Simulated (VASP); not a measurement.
Calculation: LDA (Ceperley-Alder, Perdew-Zunger), VASP's LDA PAW potentials (set 64) (plane waves; VASP 6.6.1).

Input for VASP

### POSCAR
```
MgSe
6.7188340
  0.6201670517   0.0000000000   0.0000000000
 -0.3100835259   0.5370803840   0.0000000000
  0.0000000000   0.0000000000   0.9999999283
Mg Se
2 2
Direct
  0.6666670000   0.3333330000   0.4982498148
  0.3333330000   0.6666670000   0.9982498148
  0.6666670000   0.3333330000   0.8767501852
  0.3333330000   0.6666670000   0.3767501852
```

File KPOINTS:
```
Automatic mesh
0
Gamma
7 7 4
0 0 0
```

### INCAR
```
NEDOS  =  601   ! DOS grid
LCHARG  =  .TRUE.
ISMEAR  =  -5
SYSTEM  =  MgSe
PREC  =  Accurate
LASPH  =  .TRUE.
ALGO  =  Normal   ! blocked Davidson
LWAVE  =  .FALSE.
EDIFF  =  1E-7
LMAXMIX  =  4   ! l cut-off of mixed one-centre charges
NELM  =  100
ISIF  =  2   ! forces and stress, cell fixed
LREAL  =  .FALSE.
ENCUT  =  400   ! plane-wave cut-off (eV)
LORBIT  =  11
```

POTCAR, in this order: Mg Se (LDA.64 set). Program: vasp_std.

Question: What does the run give for the energy per atom (σ→0)?

Answer: 
```json
{
 "energy per atom (σ→0)": "-409.2 kJ/mol of atoms"
}
```

**OSZICAR**
```
...
DAV:   7    -0.169671556543E+02    0.10252E+00   -0.37274E-01   680   0.299E+00    0.133E+00
DAV:   8    -0.169628650622E+02    0.42906E-02   -0.11540E-02   644   0.696E-01    0.228E-01
DAV:   9    -0.169627742456E+02    0.90817E-04   -0.22153E-04   724   0.100E-01    0.137E-01
DAV:  10    -0.169628391485E+02   -0.64903E-04   -0.27369E-04   664   0.846E-02    0.362E-02
DAV:  11    -0.169628345108E+02    0.46377E-05   -0.14150E-05   680   0.209E-02    0.132E-02
DAV:  12    -0.169628345821E+02   -0.71357E-07   -0.23632E-06   676   0.852E-03    0.502E-03
DAV:  13    -0.169628345749E+02    0.72495E-08   -0.22666E-08   428   0.110E-03
   1 F= -.16962835E+02 E0= -.16962835E+02  d E =0.000000E+00
```

The structure comes from a computed database's MgSe entry (P6_3mc); how it stands against other phases isn't given here. It was relaxed first.
